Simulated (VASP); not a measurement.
All values below come from revTPSS meta-GGA, VASP's PBE PAW potentials (set 64) (plane waves; VASP).

A VASP calculation is set up with these files.

**KPOINTS**
```
K-points
0
Gamma
  7 7 7
```

**POSCAR**
```
NaI
1.0
  0.0000000000   3.2350000000   3.2350000000
  3.2350000000   0.0000000000   3.2350000000
  3.2350000000   3.2350000000   0.0000000000
Na I
1 1
Cart
  0.0000000000   0.0000000000   0.0000000000
  3.2350000000   3.2350000000   3.2350000000
```

### INCAR
```
ALGO  =  Normal
EDIFF  =  1E-6
EDIFFG  =  -0.01
ENCUT  =  520
IBRION  =  2
ISIF  =  3
ISMEAR  =  0
LASPH  =  .True.
LCHARG  =  .False.
LMAXMIX  =  4
LMIXTAU  =  .True.
LREAL  =  .False.
LWAVE  =  .False.
METAGGA  =  RTPSS
NELM  =  100
NSW  =  60
PREC  =  Accurate
SIGMA  =  0.05
SYSTEM  =  NaI
```

POTCAR, in this order: Na_pv I (PBE.64 set). Program: vasp_std.

What will the output report for the number of irreducible k-points (NKPTS), largest plane-wave count, number of space-group operations, FFT grid (NGX, NGY, NGZ)?

number of irreducible k-points (NKPTS): 20
largest plane-wave count: 1841
number of space-group operations: 48
FFT grid (NGX, NGY, NGZ): 36 × 36 × 36

The compound is NaI in the rock salt structure. This run relaxes it. Symmetry was kept, so distortions that lower it aren't found.
